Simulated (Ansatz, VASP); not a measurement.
**Two plane-wave programs on YNb4N**

Contents of INCAR:

```
PREC     = Accurate       # precision mode
ENCUT    = 520            # plane-wave cutoff, eV
EDIFF    = 1E-6           # SCF threshold, eV
ISMEAR   = 0              # smearing method
SIGMA    = 0.1            # smearing width, eV
LREAL    = F              # projectors in reciprocal space
LASPH    = T              # aspherical terms in the spheres
NELM     = 80             # most SCF steps
ALGO     = Normal         # electronic algorithm
ISIF     = 2              # what is computed and relaxed
LWAVE    = F              # write WAVECAR
LCHARG   = T              # write CHGCAR
GGA      = PE             # functional
LELF     = T              # ELF
LVHAR    = T            
NBANDS   = 43             # bands
```

File KPOINTS:

```
Automatic mesh
0
Gamma
  4 4 4
```

POSCAR

```
YNb4N
1.0
    0.0000000000      3.7171073800      3.7171073800
    3.7171073800      0.0000000000      3.7171073800
    3.7171073800      3.7171073800      0.0000000000
Y Nb N
1 4 1
Direct
    0.2500000000      0.2500000000      0.2500000000
    0.3725144900      0.8758285000      0.8758285000
    0.8758285000      0.8758285000      0.3725144900
    0.8758285000      0.8758285000      0.8758285000
    0.8758285000      0.3725144900      0.8758285000
    0.5000000000      0.5000000000      0.5000000000
```

Input for Ansatz:

```yaml
crystal:
  lattice:
    - [0.0, 3.71710738, 3.71710738]
    - [3.71710738, 0.0, 3.71710738]
    - [3.71710738, 3.71710738, 0.0]
  atoms:
    - { symbol: "Y", position: [0.25, 0.25, 0.25] }
    - { symbol: Nb, position: [0.37251449, 0.8758285, 0.8758285] }
    - { symbol: Nb, position: [0.8758285, 0.8758285, 0.37251449] }
    - { symbol: Nb, position: [0.8758285, 0.8758285, 0.8758285] }
    - { symbol: Nb, position: [0.8758285, 0.37251449, 0.8758285] }
    - { symbol: "N", position: [0.5, 0.5, 0.5] }
basis:
  ecutwfc: 420
kpoints:
  mp_grid: { grid: [4, 4, 4] }
hamiltonian:
  xc: pbe
scf:
  occupations: { method: gaussian, width: 0.1 }
  lower_state_search: "off"
output:
  forces: true
  stress: true
  eigenvalues: true
```

Change from the starting cell: species swapped into the ZrAlFe4 type (F-43m, No. 216).

Alike in both runs: task single point; functional PBE; k mesh 4 × 4 × 4; occupations gaussian, width 0.1 eV; no spin polarisation.

```csv
,VASP,Ansatz
version,VASP 6.6.1,Ansatz 0.2.0
potentials or method,"VASP PAW PBE potentials, release 64 (Y_sv, Nb_sv, N)","scalar-relativistic, plane waves, PAW"
plane-wave cutoff (eV),520,420
valence electrons in the cell,68,68
```

|  | VASP | Ansatz | Ansatz less VASP |
| --- | --- | --- | --- |
| gap on the k mesh at the Fermi level (eV) | none | none | - |
| pressure (GPa) | 18.2 | 18.4 | +0.14 |
| rms of the force components (eV/Å) | 0.142 | 0.140 | -0.0029 |

Atom by atom the forces differ by 0.003 eV/Å (rms over components). A gap of «none» marks a metal or a gap that the smearing closes.

Caveats: the k mesh is coarse (spacing up to 0.37 Å⁻¹), so the values aren't converged; so large a pressure means that the cell lies far from this level's equilibrium, or that cutoff or potentials fall short (VASP).
